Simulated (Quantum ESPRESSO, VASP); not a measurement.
An input for Quantum ESPRESSO (PBEsol, PseudoDojo standard norm-conserving (PBESOL) pseudopotentials):

```
&CONTROL
   calculation = 'scf',
   prefix = 'ZrH',
   outdir = './tmp/',
   pseudo_dir = './',
   tprnfor = .true.,
   tstress = .true.,
/
&SYSTEM
   ibrav = 0,
   nat = 4,
   ntyp = 2,
   ecutwfc = 75,
   occupations = 'smearing',
   smearing = 'fd',
   degauss = 0.0036749,
/
&ELECTRONS
   conv_thr = 1e-10,
   mixing_beta = 0.4,
/
ATOMIC_SPECIES
Zr    91.2240  Zr.upf
H      1.0080  H.upf
ATOMIC_POSITIONS {crystal}
Zr    0.000000000    0.500000000    0.500000000
Zr    0.500000000    0.000000000    0.000000000
H     0.500000000    0.500000000    0.250000000
H     0.500000000    0.500000000    0.750000000
K_POINTS {automatic}
7 7 5  0 0 0
CELL_PARAMETERS {angstrom}
   3.201626000     0.000000000     0.000000000
   0.000000000     3.201626000     0.000000000
   0.000000000     0.000000000     4.948984000
```

Task: Translate it to VASP.

Result: One set of files that does it:

INCAR:
```
ISMEAR=-1   ! Fermi-Dirac
SYSTEM=ZrH
LWAVE=.FALSE.
ISIF=2   ! forces and stress, cell fixed
ENCUT=300   ! plane-wave cut-off (eV)
LREAL=.FALSE.   ! projection in real space or not
LMAXMIX=4
NELM=100   ! most electronic steps
ALGO=Normal   ! blocked Davidson
GGA=PS
LCHARG=.FALSE.
LASPH=.TRUE.
EDIFF=1E-6
SIGMA=0.05   ! width (eV)
PREC=Accurate
```

File KPOINTS:
```
Automatic
0
Gamma
7 7 5
```

**POSCAR**
```
ZrH
1
    3.2016260000     0.0000000000     0.0000000000
    0.0000000000     3.2016260000     0.0000000000
    0.0000000000     0.0000000000     4.9489840000
Zr H
2 2
Direct
  0.0000000000   0.5000000000   0.5000000000
  0.5000000000   0.0000000000   0.0000000000
  0.5000000000   0.5000000000   0.2500000000
  0.5000000000   0.5000000000   0.7500000000
```

POTCAR, in this order: Zr_sv H (PBE.64 set). Program: vasp_std.

Both are inputs of real runs that ended normally. What can't carry over is the choice of potentials or basis and its cut-off, and each code's defaults.

The structure comes from a computed database's ZrH entry (P4_2/mmc); how it stands against other phases isn't given here. The cell was not relaxed at this level, and its volume differs by -5.9 % from the start's.
